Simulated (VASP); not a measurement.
Input of a VASP 6.6.1 run:

File INCAR:

```
PREC = Accurate
ENCUT = 520
EDIFF = 1E-6
ISMEAR = -1
SIGMA = 0.05
LREAL = False
LASPH = True
NELM = 100
ALGO = Normal
ISIF = 2
LWAVE = False
LCHARG = True
GGA = PE
LELF = True
LVHAR = True
NBANDS = 39
```

File KPOINTS:

```
regular mesh
0
Gamma
  3 3 3
```

The input POSCAR:

```
Li2HfF6
1.0
    4.6335150000     -0.4469320000     -0.1309370000
    0.0364860000      4.8072450000      0.2896670000
    0.2187090000      0.3456770000      4.6067240000
Hf Li F
1 2 6
Direct
    0.1616152827      0.5654892987      0.4041704759
    0.5772707424      0.3158769843      0.9973493009
    0.6571666747      0.9110801063      0.7522355565
    0.0810463568      0.7713670284      0.8378136814
    0.6513869133      0.3105419898      0.5145445835
    0.2652514734      0.0810525227      0.1679950852
    0.9378441742      0.2525257923      0.8416996794
    0.6293221305      0.6770478104      0.1843440466
    0.8583932570      0.9732564036      0.4210879956
```

Potentials or basis: VASP PAW PBE potentials, release 64 (Hf_pv, Li_sv, F).

Launch:

```bash
$ cat potpaw_PBE.64/Hf_pv/POTCAR potpaw_PBE.64/Li_sv/POTCAR potpaw_PBE.64/F/POTCAR > POTCAR
$ mpirun -np 1 vasp_std > vasp.out
```

(1) Estimate the largest force.

(2) Estimate the band gap on the k mesh.

## Answers

(1) 4.377 eV/Å.

(2) 1.34 eV, direct.

Caveat: the k mesh is coarse (spacing up to 0.46 Å⁻¹), so the values aren't converged; spin-orbit coupling is left out, which moves the levels of the heavy elements.
